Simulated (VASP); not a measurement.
Data:

```
PbI2
1.0
    7.84750     0.00000     0.00000
    0.00000     7.84750     0.00000
    0.00000     0.00000     7.84750
Pb I
4 8
Direct
  0.00000   0.00000   0.00000
  0.50000   0.50000   0.00000
  0.00000   0.50000   0.50000
  0.50000   0.00000   0.50000
  0.34808   0.34808   0.34808
  0.84808   0.15192   0.65192
  0.65192   0.84808   0.15192
  0.15192   0.65192   0.84808
  0.65192   0.65192   0.65192
  0.15192   0.84808   0.34808
  0.34808   0.15192   0.84808
  0.84808   0.34808   0.15192
```

Calculation: PBEsol GGA, VASP's PBE PAW potentials (set 64) (plane waves; VASP 6.6.1). Numerical set-up: 400 eV cut-off, Gaussian smearing of 0.050 eV, potentials Pb_d I.

Unless said otherwise, spin-orbit coupling is left out, though it shifts the bands of the heavy elements here.

### Question
Give the energies of bands 50 to 63 at the high-symmetry points, in eV from the valence-band maximum.

### Answer

| band | Γ | X | M | R | X1 |
|---|---|---|---|---|---|
| 50 | -0.77 | -0.96 | -0.92 | -1.28 | -0.96 |
| 51 | -0.39 | -0.95 | -0.92 | -1.28 | -0.95 |
| 52 | -0.39 | -0.95 | -0.92 | -1.28 | -0.95 |
| 53 | -0.39 | -0.46 | -0.46 | -0.32 | -0.46 |
| 54 | 0.00 | -0.46 | -0.46 | -0.32 | -0.46 |
| 55 | 0.00 | -0.32 | -0.46 | -0.32 | -0.32 |
| 56 | 0.00 | -0.32 | -0.46 | -0.32 | -0.32 |
| 57 | 2.09 | 2.56 | 2.72 | 2.11 | 2.56 |
| 58 | 2.09 | 2.56 | 2.72 | 2.11 | 2.56 |
| 59 | 2.09 | 2.63 | 2.72 | 2.11 | 2.63 |
| 60 | 2.27 | 2.63 | 2.72 | 2.11 | 2.63 |
| 61 | 2.99 | 3.32 | 3.50 | 3.88 | 3.32 |
| 62 | 2.99 | 3.32 | 3.50 | 3.88 | 3.32 |
| 63 | 2.99 | 3.78 | 3.50 | 3.88 | 3.78 |

The gap is direct, 2.09 eV, from the valence maximum at Γ to the conduction minimum at Γ.

The structure was generated: PbI2 was put into the pyrite type (Pa-3), which need not be its known phase. It was relaxed first, which changed the volume by +14 %.
